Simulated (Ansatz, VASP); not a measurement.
# BiSb: VASP beside Ansatz, part 2 of 2

Wanted: the spread between two codes on one cell, functional and k mesh. The cell is generated by rule, not measured, and may not be a known phase. The cell is taken from a series of runs on this material, whose earlier steps may have relaxed, scaled, displaced or heated it; both programs get it as it stands.

VASP 6.6.1 and Ansatz 0.2.0.

So far: Starting point; Ansatz: zone-centre phonons, PBEsol.

### Step 3. VASP: zone-centre phonons, PBEsol

Level of this step: PBEsol; plane waves and PAW (Bi_d, Sb); invented cell (VASP).

The same cell, functional, mesh and smearing now go to VASP, with its own data sets.

Lines of VASP's logs that name or quote its potential files are left out, and so is its time.

The input, INCAR:

```
SYSTEM = BiSb
PREC = Accurate
ENCUT = 500
EDIFF = 1E-08
NELM = 120
ISMEAR = 1
SIGMA = 0.15
LREAL = .FALSE.
ALGO = Normal
GGA = PS
NBANDS = 16
LORBIT = 11
LWAVE = .FALSE.
LCHARG = .FALSE.
ISIF = 2
IBRION = 8
LASPH = .TRUE.
GGA_COMPAT = .FALSE.
KPAR = 2
```

The input, POSCAR:

```
BiSb
1.0
   -2.2254532809      2.2254532809      3.1473524208
    2.2254532809     -2.2254532809      3.1473524208
    2.2254532809      2.2254532809     -3.1473524208
Bi Sb
1 1
Direct
    0.5000000000      0.5000000000      0.0000000000
    0.0000000000      0.0000000000      0.0000000000
```

The input, KPOINTS:

```
Automatic mesh
0
Gamma
12 12 12
0 0 0
```

Potentials, in the order of the species: Bi_d and Sb (PBE family, release 64).

Command:

```sh
$ mpirun -np 2 vasp_std
```

Numbers of over 12 decimals in the logs are rounded to 6 here.

Log:

```text
[banner, memory and clock lines left out]
running    2 mpi-ranks, on    1 nodes
 distrk:  each k-point on    1 cores,    2 groups
 distr:  one band on    1 cores,    1 groups

 POSCAR found type information on POSCAR BiSb
 POSCAR found :  2 types and       2 ions
|                                                                             |
|               ----> ADVICE to this user running VASP <----                  |
|                                                                             |
|     You enforced a specific xc type in the INCAR file but a different       |
|     [... a line on the potential file left out ...]
|     I HOPE YOU KNOW WHAT YOU ARE DOING!                                     |
|                                                                             |

 LDA part: xc-table for (Slater+PW92), standard interpolation
 POSCAR, INCAR and KPOINTS ok, starting setup
 FFT: planning ... GRIDC
 FFT: planning ... GRID_SOFT
 FFT: planning ... GRID
 WAVECAR not read
 entering main loop
       N       E                     dE             d eps       ncg     rms          rms(c)
DAV:   1     0.145896913409E+03    0.14590E+03   -0.96856E+03  5224   0.121E+03
DAV:   2     0.506071405304E+00   -0.14539E+03   -0.14314E+03  5976   0.326E+02
DAV:   3    -0.861780679702E+01   -0.91239E+01   -0.90651E+01  6472   0.866E+01
DAV:   4    -0.884676979588E+01   -0.22896E+00   -0.22888E+00  6832   0.155E+01
DAV:   5    -0.885567202864E+01   -0.89022E-02   -0.89021E-02  7168   0.262E+00    0.201E+00
DAV:   6    -0.881937692823E+01    0.36295E-01   -0.13682E-01  7040   0.260E+00    0.110E+00
DAV:   7    -0.881897141237E+01    0.40552E-03   -0.13151E-02  6584   0.731E-01    0.635E-01
DAV:   8    -0.881871166829E+01    0.25974E-03   -0.13527E-03  6552   0.252E-01    0.749E-02
DAV:   9    -0.881866920028E+01    0.42468E-04   -0.16585E-04  6568   0.672E-02    0.244E-02
DAV:  10    -0.881867164430E+01   -0.24440E-05   -0.23531E-05  7064   0.458E-02    0.380E-03
DAV:  11    -0.881867140252E+01    0.24179E-06   -0.18958E-06  6480   0.670E-03    0.176E-03
DAV:  12    -0.881867092016E+01    0.48236E-06   -0.20831E-07  6816   0.480E-03    0.218E-04
DAV:  13    -0.881867092954E+01   -0.93751E-08   -0.58887E-09  5016   0.550E-04
   1 F= -.88186709E+01 E0= -.88187158E+01  d E =0.134586E-03
 Linear response reoptimize wavefunctions to high precision
DAV:   1    -0.881867098186E+01   -0.52325E-07   -0.14427E-09  5232   0.339E-04
DAV:   2    -0.881867098188E+01   -0.12733E-10   -0.17643E-10  3664   0.125E-04
 Linear response DOF=           4
 Linear response progress:
  Degree of freedom:   1/  4
       N       E                     dE             d eps       ncg     rms          rms(c)
RMM:   1    -0.328562178513E+00   -0.32856E+00    0.20022E-01 11337   0.937E+00
RMM:   2    -0.337081212157E+00   -0.85190E-02   -0.16277E-02 15024   0.107E+00    0.593E-02
RMM:   3    -0.337103769054E+00   -0.22557E-04   -0.13735E-03 17051   0.311E-01    0.349E-02
RMM:   4    -0.336930383188E+00    0.17339E-03   -0.11666E-04 17485   0.950E-02    0.439E-03
RMM:   5    -0.336936213662E+00   -0.58305E-05   -0.15714E-05 17723   0.324E-02    0.209E-03
RMM:   6    -0.336938425439E+00   -0.22118E-05   -0.40387E-06 16965   0.123E-02    0.637E-04
RMM:   7    -0.336934515698E+00    0.39097E-05   -0.17904E-06 17677   0.525E-03    0.303E-04
RMM:   8    -0.336929048833E+00    0.54669E-05   -0.20188E-06 17211   0.197E-03    0.550E-05
RMM:   9    -0.336928960260E+00    0.88573E-07   -0.19142E-06 18383   0.831E-04    0.481E-05
RMM:  10    -0.336928264720E+00    0.69554E-06   -0.16254E-06 17359   0.418E-04    0.212E-05
RMM:  11    -0.336927753421E+00    0.51130E-06   -0.18577E-06 17806   0.257E-04    0.452E-06
RMM:  12    -0.336927626862E+00    0.12656E-06   -0.17479E-06 18574   0.166E-04    0.142E-06
RMM:  13    -0.336927564528E+00    0.62334E-07   -0.18249E-06 18504   0.122E-04    0.525E-07
RMM:  14    -0.336927540525E+00    0.24002E-07   -0.17417E-06 18489   0.101E-04    0.373E-07
RMM:  15    -0.336927545439E+00   -0.49139E-08   -0.18203E-06 15120   0.906E-05    0.304E-07
RMM:  16    -0.336927521211E+00    0.24229E-07   -0.17750E-06 15752   0.863E-05    0.199E-07
RMM:  17    -0.336927533389E+00   -0.12178E-07   -0.17966E-06 12701   0.840E-05    0.172E-07
RMM:  18    -0.336927524061E+00    0.93271E-08   -0.17478E-06 10451   0.828E-05    0.572E-08
 first order change of Fermi-energy  -0.10051E-02
 force on displaced ion       1 direction 1 :   2.459  -0.000   0.000
 Linear response progress:
  Degree of freedom:   2/  4
       N       E                     dE             d eps       ncg     rms          rms(c)
RMM:   1    -0.329240942120E+00   -0.32924E+00    0.19345E-01  6632   0.930E+00
RMM:   2    -0.337082237650E+00   -0.78413E-02   -0.16052E-02  8550   0.105E+00    0.591E-02
RMM:   3    -0.337103842019E+00   -0.21604E-04   -0.12951E-03  9664   0.295E-01    0.349E-02
RMM:   4    -0.336931169473E+00    0.17267E-03   -0.10131E-04 10031   0.904E-02    0.406E-03
RMM:   5    -0.336938311253E+00   -0.71418E-05   -0.14573E-05  9949   0.311E-02    0.201E-03
RMM:   6    -0.336941205758E+00   -0.28945E-05   -0.28810E-06  9674   0.126E-02    0.681E-04
RMM:   7    -0.336936022274E+00    0.51835E-05    0.17698E-06 10032   0.529E-03    0.274E-04
RMM:   8    -0.336930135681E+00    0.58866E-05    0.10094E-06  9722   0.217E-03    0.515E-05
RMM:   9    -0.336929336623E+00    0.79906E-06    0.11918E-06 10474   0.937E-04    0.232E-05
RMM:  10    -0.336929493587E+00   -0.15696E-06    0.12736E-06 10476   0.470E-04    0.193E-05
RMM:  11    -0.336927628904E+00    0.18647E-05    0.11667E-06  9207   0.334E-04    0.518E-05
RMM:  12    -0.336928925566E+00   -0.12967E-05    0.12068E-06  9203   0.243E-04    0.452E-06
RMM:  13    -0.336928844169E+00    0.81396E-07    0.75142E-07 10029   0.150E-04    0.203E-06
RMM:  14    -0.336928775156E+00    0.69013E-07    0.77519E-07 10635   0.119E-04    0.130E-06
RMM:  15    -0.336928718914E+00    0.56242E-07    0.11465E-06 10214   0.103E-04    0.100E-06
RMM:  16    -0.336928682334E+00    0.36580E-07    0.11110E-06  9924   0.974E-05    0.234E-07
RMM:  17    -0.336928718547E+00   -0.36213E-07    0.76772E-07  7805   0.936E-05    0.201E-07
RMM:  18    -0.336928702893E+00    0.15654E-07    0.74083E-07  8837   0.925E-05    0.241E-07
RMM:  19    -0.336928721405E+00   -0.18512E-07    0.63670E-07  5990   0.915E-05    0.537E-08
 first order change of Fermi-energy  -0.97361E-05
 force on displaced ion       1 direction 3 :   0.000   0.000   2.460
 Linear response progress:
  Degree of freedom:   3/  4
       N       E                     dE             d eps       ncg     rms          rms(c)
RMM:   1    -0.272803462043E-01   -0.27280E-01    0.15607E-02 16857   0.102E+00
RMM:   2    -0.265908421691E-01    0.68950E-03   -0.19194E-03 16447   0.236E-01    0.624E-02
RMM:   3    -0.267209937359E-01   -0.13015E-03   -0.15216E-04 17045   0.799E-02    0.375E-02
RMM:   4    -0.270033704104E-01   -0.28238E-03   -0.48778E-05 16796   0.483E-02    0.477E-03
RMM:   5    -0.270259122335E-01   -0.22542E-04   -0.50247E-06 17842   0.134E-02    0.253E-03
RMM:   6    -0.270246809208E-01    0.12313E-05   -0.27736E-06 16738   0.307E-03    0.109E-04
RMM:   7    -0.270250196870E-01   -0.33877E-06   -0.49059E-06 18083   0.801E-04    0.766E-05
RMM:   8    -0.270248632409E-01    0.15645E-06   -0.38747E-06 17584   0.297E-04    0.198E-05
RMM:   9    -0.270249958599E-01   -0.13262E-06   -0.38778E-06 18427   0.111E-04    0.700E-06
RMM:  10    -0.270249539077E-01    0.41952E-07   -0.35626E-06 17932   0.477E-05    0.173E-06
RMM:  11    -0.270249675846E-01   -0.13677E-07   -0.36265E-06 16972   0.233E-05    0.326E-07
RMM:  12    -0.270249507827E-01    0.16802E-07   -0.34635E-06 12665   0.178E-05    0.123E-07
RMM:  13    -0.270249661678E-01   -0.15385E-07   -0.36199E-06  6805   0.158E-05    0.433E-08
 first order change of Fermi-energy   0.11457E-02
 force on displaced ion       2 direction 1 :   2.500   0.000  -0.000
 Linear response progress:
  Degree of freedom:   4/  4
       N       E                     dE             d eps       ncg     rms          rms(c)
RMM:   1    -0.272227488857E-01   -0.27223E-01    0.16181E-02  9397   0.100E+00
RMM:   2    -0.265960577086E-01    0.62669E-03   -0.19469E-03  9414   0.232E-01    0.628E-02
RMM:   3    -0.267262460038E-01   -0.13019E-03   -0.16664E-04  9827   0.822E-02    0.374E-02
RMM:   4    -0.270022532218E-01   -0.27601E-03   -0.46985E-05  9660   0.479E-02    0.526E-03
RMM:   5    -0.270304421227E-01   -0.28189E-04   -0.67247E-07 10279   0.131E-02    0.256E-03
RMM:   6    -0.270278661703E-01    0.25760E-05    0.24972E-06  9761   0.306E-03    0.322E-04
RMM:   7    -0.270274710408E-01    0.39513E-06    0.49726E-06 10344   0.821E-04    0.657E-05
RMM:   8    -0.270276433356E-01   -0.17229E-06    0.36626E-06 10111   0.316E-04    0.174E-05
RMM:   9    -0.270275875673E-01    0.55768E-07    0.44185E-06 10446   0.117E-04    0.104E-05
RMM:  10    -0.270277064403E-01   -0.11887E-06    0.31708E-06 10518   0.457E-05    0.205E-06
RMM:  11    -0.270275804224E-01    0.12602E-06    0.44201E-06  9930   0.245E-05    0.559E-07
RMM:  12    -0.270277115080E-01   -0.13109E-06    0.31616E-06  7558   0.178E-05    0.141E-07
RMM:  13    -0.270275945227E-01    0.11699E-06    0.42985E-06  4300   0.158E-05    0.688E-08
 first order change of Fermi-energy  -0.10924E-03
 force on displaced ion       2 direction 3 :  -0.000  -0.000   2.501
 Linear response finished
```

From OUTCAR (step 3):

```text
ion  position               nearest neighbor table
   1  0.500  0.500  0.000-   2 3.15   2 3.15   2 3.15   2 3.15   2 3.15   2 3.15
   2  0.000  0.000  0.000-   1 3.15   1 3.15   1 3.15   1 3.15   1 3.15   1 3.15

  LATTYP: Found a body centered tetragonal cell.
 ALAT       =     4.4509065618
 C/A-ratio  =     1.4142522999

 Subroutine GETGRP returns: Found 16 space group operations
 (whereof 16 operations were pure point group operations)

The static configuration has the point symmetry D_4h.

 Found    163 irreducible k-points:

   k-points           NKPTS =    163   k-points in BZ     NKDIM =    163   number of bands    NBANDS=     16

   dimension x,y,z NGX =    32 NGY =   32 NGZ =   32
   dimension x,y,z NGXF=    64 NGYF=   64 NGZF=   64

   ENCUT  =  500.0 eV  36.75 Ry    6.06 a.u.   8.12  8.12  8.12*2*pi/ulx,y,z

   NELECT =      20.0000    total number of electrons

 k-points in reciprocal lattice and weights: Automatic mesh
   0.00000000  0.00000000  0.00000000       0.001
   0.08333333  0.00000000 -0.00000000       0.005
   0.16666667  0.00000000  0.00000000       0.005
   0.25000000  0.00000000 -0.00000000       0.005
   0.33333333  0.00000000  0.00000000       0.005
   0.41666667  0.00000000 -0.00000000       0.005
   0.50000000  0.00000000 -0.00000000       0.002
   0.08333333  0.08333333 -0.00000000       0.005
   0.16666667  0.08333333 -0.00000000       0.009
[...]
-0.41666667 -0.41666667  0.41666667       0.001
   0.50000000  0.50000000  0.50000000       0.001

 average (electrostatic) potential at core
       1-103.7346       2 -85.3500

  Total       -0.0053935     -0.0053935     -0.0069613      0.0000000      0.0000000      0.0000000
  in kB       -0.1385926     -0.1385926     -0.1788799      0.0000000      0.0000000      0.0000000
  external PRESSURE =      -0.1520217 kB  Pullay stress =       0.0000000 kB

  energy-cutoff  :      500.00
  volume of cell :       62.35
      direct lattice vectors                 reciprocal lattice vectors
    -2.225453281  2.225453281  3.147352421     0.000000000  0.224673330  0.158863684
     2.225453281 -2.225453281  3.147352421     0.224673330  0.000000000  0.158863684
     2.225453281  2.225453281 -3.147352421     0.224673330  0.224673330  0.000000000

 POSITION                                       TOTAL-FORCE (eV/Angst)
 -----------------------------------------------------------------------------------
      0.00000      0.00000      3.14735        -0.000000     -0.000000      0.000000
      0.00000      0.00000      0.00000         0.000000      0.000000     -0.000000
 -----------------------------------------------------------------------------------
    total drift:                               -0.000000      0.000000     -0.000000

 Eigenvectors and eigenvalues of the dynamical matrix
 ----------------------------------------------------

   1 f  =    0.011181 THz     0.070253 2PiTHz    0.372963 cm-1     0.046241 meV
             X         Y         Z           dx          dy          dz
      0.000000  0.000000  3.147352     0.000000    0.000000    0.797313
      0.000000  0.000000  0.000000    -0.000000    0.000000    0.603565

   2 f  =    0.011140 THz     0.069996 2PiTHz    0.371597 cm-1     0.046072 meV
             X         Y         Z           dx          dy          dz
      0.000000  0.000000  3.147352     0.302575    0.737661   -0.000000
      0.000000  0.000000  0.000000     0.229056    0.558424   -0.000000

   3 f  =    0.011140 THz     0.069996 2PiTHz    0.371597 cm-1     0.046072 meV
             X         Y         Z           dx          dy          dz
      0.000000  0.000000  3.147352    -0.737661    0.302575   -0.000000
      0.000000  0.000000  0.000000    -0.558424    0.229056   -0.000000

   4 f/i=    2.809446 THz    17.652267 2PiTHz   93.713017 cm-1    11.618928 meV
             X         Y         Z           dx          dy          dz
      0.000000  0.000000  3.147352    -0.000000    0.603576   -0.000000
      0.000000  0.000000  0.000000     0.000000   -0.797305    0.000000

   5 f/i=    2.809446 THz    17.652267 2PiTHz   93.713017 cm-1    11.618928 meV
             X         Y         Z           dx          dy          dz
      0.000000  0.000000  3.147352    -0.603576   -0.000000    0.000000
      0.000000  0.000000  0.000000     0.797305    0.000000    0.000000

   6 f/i=    2.810109 THz    17.656433 2PiTHz   93.735134 cm-1    11.621670 meV
             X         Y         Z           dx          dy          dz
      0.000000  0.000000  3.147352     0.000000   -0.000000   -0.603565
      0.000000  0.000000  0.000000    -0.000000    0.000000    0.797313

 ELASTIC MODULI CONTR FROM IONIC RELAXATION (kBar)
 Direction    XX          YY          ZZ          XY          YZ          ZX
 --------------------------------------------------------------------------------
 XX           0.0000      0.0000      0.0000      0.0000      0.0000      0.0000
 YY           0.0000      0.0000      0.0000      0.0000      0.0000      0.0000
 ZZ           0.0000      0.0000      0.0000      0.0000      0.0000      0.0000
 XY           0.0000      0.0000      0.0000      0.0000      0.0000      0.0000
 YZ           0.0000      0.0000      0.0000      0.0000      0.0000      0.0000
 ZX           0.0000      0.0000      0.0000      0.0000      0.0000      0.0000
 --------------------------------------------------------------------------------
```

### Step 4. Differences

Known differences besides the potentials themselves: the data sets hold 30 valence electrons in Ansatz (on its default PAW (the set named soft_2) files) and 20 in VASP; the cutoff is 420 eV in Ansatz and 500 eV in VASP; Ansatz makes its cores anew for this functional, VASP keeps those of its PBE data sets. Total energies have different zeros and are not compared.

The two programs side by side:

| quantity | Ansatz | VASP | difference |
| --- | --- | --- | --- |
| optical mode 1 to 3 (imaginary, printed as negative) (cm⁻¹) | -95.3 | -93.7 | -1.6 |

Modes are paired by rising frequency, not by their patterns, so a pair may set unlike modes beside each other; they are those without the splitting of longitudinal modes.

### Step 5. Outcome

* r.m.s. difference of the optical zone-centre modes, each program's sorted by frequency (zone-centre phonons, PBEsol): 1.6 cm⁻¹

In words: The r.m.s. difference of the optical zone-centre modes, each program's sorted by frequency is 1.6 cm⁻¹ (zone-centre phonons, PBEsol). The data sets hold unlike numbers of valence electrons (30 in Ansatz and 20 in VASP), so part of the differences comes from the potentials. How closely two codes agree says nothing of how well the functional describes the real material.

[Lines on the potential files, build, host, timing and source positions are cut from VASP's logs without a mark.]

[Logs are printed without paths, hosts, clocks, repeated set-up lines and the standing remarks that a program may print on its own settings, such as how far it seeks lower states.]

[Hosts, paths, dates, database ids (printed as entryN), source tags and the programs' standing remarks are cut or masked in the printed files.]
